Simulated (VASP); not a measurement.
VASP runs on CuI (zinc blende) share one base input (PBE GGA, plane waves, VASP's PBE PAW potentials (set 64)) and change the settings named in each case.

INCAR:
```
! general
SYSTEM  = CuI
PREC    = Accurate
ENCUT   = 400
LREAL   = .False.
LASPH   = .True.   ! aspherical one-centre terms

! electronic loop
EDIFF   = 1E-6
NELM    = 100
ALGO    = Normal   ! blocked Davidson
LMAXMIX = 4   ! l cut-off of mixed one-centre charges

! smearing
ISMEAR  = 0   ! Gaussian
SIGMA   = 0.05

! functional
GGA     = PE   ! PBE

! ions
ISIF    = 2   ! forces and stress, cell fixed

! output
LWAVE   = .False.
LCHARG  = .False.
```

File KPOINTS:
```
Automatic mesh
0
Gamma
7 7 7
0 0 0
```

POSCAR:
```
CuI
1
    0.0000000000     3.0855000000     3.0855000000
    3.0855000000     0.0000000000     3.0855000000
    3.0855000000     3.0855000000     0.0000000000
Cu I
1 1
Direct
  0.0000000000   0.0000000000   0.0000000000
  0.2500000000   0.2500000000   0.2500000000
```

POTCAR, in this order: Cu I (PBE.64 set). Program: vasp_std.

```
change                           E(σ→0) (eV/atom)  pressure (GPa)  irreducible k-points
-------------------------------  ----------------  --------------  --------------------
base run                                  -2.7750           -1.77                    20
KPOINTS 1×1×1 Γ-centred mesh               2.2014           38.49                     1
KPOINTS 2×2×2 Γ-centred mesh              -2.3713            2.33                     3
KPOINTS 5×5×5 Γ-centred mesh                    …               …                    10
KPOINTS 9×9×9 Γ-centred mesh              -2.7753           -1.77                    35
KPOINTS 12×12×12 Γ-centred mesh           -2.7754           -1.77                    72
KPOINTS 13×13×13 Γ-centred mesh           -2.7754           -1.78                    84
```

What belongs in the gaps?

- KPOINTS 5×5×5 Γ-centred mesh, E(σ→0) (eV/atom): -2.7717
- KPOINTS 5×5×5 Γ-centred mesh, pressure (GPa): -1.68

Unless said otherwise, spin-orbit coupling is left out, though it shifts the bands of the heavy elements here.

Left out are runs that ran out of time, are held back, or changed the cell or the kind of run, fixed moments of cells without a moment, rows past the twelfth, gaps on odd meshes, pressures of charged cells and columns that move by less than the noise.

The compound is CuI in the zinc blende structure. The cell was not relaxed at this level.
